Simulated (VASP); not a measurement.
OSZICAR of a VASP run on CuOs:

OSZICAR:
```
       N       E                     dE             d eps       ncg     rms          rms(c)
DAV:   1     0.254041172260E+03    0.25404E+03   -0.12285E+04   468   0.114E+03
DAV:   2    -0.136059447900E+01   -0.25540E+03   -0.24429E+03   523   0.327E+02
DAV:   3    -0.276113658950E+02   -0.26251E+02   -0.24847E+02   698   0.114E+02
DAV:   4    -0.295442617793E+02   -0.19329E+01   -0.18476E+01   634   0.334E+01
DAV:   5    -0.297254473604E+02   -0.18119E+00   -0.17343E+00   669   0.653E+00    0.247E+01
DAV:   6    -0.339031885438E+02   -0.41777E+01   -0.10245E+02   621   0.282E+02    0.231E+01
DAV:   7    -0.330173568830E+02    0.88583E+00   -0.13101E+02   696   0.124E+02    0.176E+01
DAV:   8    -0.278489639284E+02    0.51684E+01   -0.68569E+01   832   0.829E+01    0.109E+01
DAV:   9    -0.265609726966E+02    0.12880E+01   -0.19283E+01   826   0.105E+02    0.100E+01
DAV:  10    -0.259091880489E+02    0.65178E+00   -0.69705E+00   752   0.583E+01    0.350E+00
DAV:  11    -0.258323714301E+02    0.76817E-01   -0.43569E-01   689   0.126E+01    0.193E+00
DAV:  12    -0.258354185609E+02   -0.30471E-02   -0.67818E-02   777   0.798E+00    0.177E+00
DAV:  13    -0.258126279959E+02    0.22791E-01   -0.95170E-02   686   0.967E+00    0.556E-01
DAV:  14    -0.258139723963E+02   -0.13444E-02   -0.17006E-02   761   0.245E+00    0.487E-01
DAV:  15    -0.258104190250E+02    0.35534E-02   -0.72466E-03   776   0.307E+00    0.154E-01
DAV:  16    -0.258102714612E+02    0.14756E-03   -0.14961E-03   760   0.646E-01    0.824E-02
DAV:  17    -0.258102838472E+02   -0.12386E-04   -0.13235E-04   708   0.163E-01    0.631E-02
DAV:  18    -0.258102394991E+02    0.44348E-04   -0.30423E-04   816   0.640E-01    0.203E-02
DAV:  19    -0.258102498425E+02   -0.10343E-04   -0.57535E-05   688   0.191E-01    0.168E-02
DAV:  20    -0.258102736207E+02   -0.23778E-04   -0.31014E-05   616   0.118E-01    0.891E-03
DAV:  21    -0.258102890146E+02   -0.15394E-04   -0.12329E-05   516   0.633E-02    0.124E-02
DAV:  22    -0.258103056563E+02   -0.16642E-04   -0.53862E-06   469   0.576E-02    0.283E-03
DAV:  23    -0.258103301103E+02   -0.24454E-04   -0.22231E-06   368   0.247E-02    0.442E-03
DAV:  24    -0.258103402066E+02   -0.10096E-04   -0.72512E-07   335   0.107E-02    0.427E-03
DAV:  25    -0.258103488202E+02   -0.86136E-05   -0.81424E-07   336   0.128E-02    0.250E-03
DAV:  26    -0.258103503169E+02   -0.14967E-05   -0.34498E-07   251   0.151E-02    0.895E-04
DAV:  27    -0.258103509932E+02   -0.67627E-06   -0.10352E-07   251   0.389E-03
   1 F= -.25810351E+02 E0= -.25787522E+02  d E =-.456585E-01
```

Question: Which electronic solver shows in the log?

Answer: It is blocked Davidson (ALGO = Normal, or the opening steps of other solvers). The INCAR had ALGO = Normal.

Question: Can the final energy be trusted as converged?

Answer: The calculation finished and met its thresholds. It stopped with EDIFF = 1E-6, NELM = 100 (PBE GGA, plane waves, VASP's PBE PAW potentials (set 64)).  The cell holds a wide vacuum, so values per volume refer to the whole cell.

The cell is a sheet with vacuum, built from a generated structure.
